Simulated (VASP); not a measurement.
VASP runs on MoSi$_{2}$ (space group I4/mmm) share one base input (PBEsol GGA, plane waves, VASP's PBE PAW potentials (set 64)) and change the settings named in each case.

**POSCAR**
```
MoSi2
4.5340570
 -0.3539876098   0.3539876098   0.8656706345
  0.3539876098  -0.3539876098   0.8656706345
  0.3539876098   0.3539876098  -0.8656706345
Si Mo
2 1
direct
  0.6650000000   0.6650000000   0.0000000000
  0.3350000000   0.3350000000   0.0000000000
  0.0000000000   0.0000000000   0.0000000000
```

KPOINTS:
```
Regular mesh
0
gamma
7 7 8
```

### INCAR
```
# general
SYSTEM =MoSi2
PREC   =Accurate
ENCUT  =300
LREAL  =.FALSE.
LASPH  =.TRUE.

# electronic loop
EDIFF  =1E-6
NELM   =100
ALGO   =Normal
LMAXMIX=4

# smearing
ISMEAR =0
SIGMA  =0.1

# functional
GGA    =PS

# ions
ISIF   =2

# output
LWAVE  =.FALSE.
LCHARG =.FALSE.
```

POTCAR, in this order: Si Mo_sv (PBE.64 set). Program: vasp_std.

| change | E(σ→0) (eV/atom) | pressure (GPa) | largest force (eV/Å) | −TS (eV) |
|---|---|---|---|---|
| base run | -8.3548 | -3.34 | 0.064 | -0.0012 |
| GGA removed, POTCAR Si Mo_sv (LDA.64 set) | -8.5935 | -6.58 | 0.120 | -0.0012 |
| GGA_COMPAT = .FALSE., LNONCOLLINEAR = .TRUE., LSORBIT = .TRUE., MAGMOM = 0.0 0.0 0.0 0.0 0.0 0.0 0.0 0.0 0.0, program vasp_ncl | -8.3877 | -3.33 | 0.062 | -0.0012 |
| KPOINTS 4×4×6 Γ-centred mesh | -8.3546 | -3.24 | 0.020 | -0.0016 |
 Energies of different potentials or functionals have different zeros.  At 300 eV the pressure can carry a Pulay error.

Left out are runs that ran out of time, are held back, or changed the cell or the kind of run, fixed moments of cells without a moment, rows past the twelfth, gaps on odd meshes, pressures of charged cells and columns that move by less than the noise.

The structure is a typed MoSi2 crystal. The cell was not relaxed at this level, forces remain on its atoms.
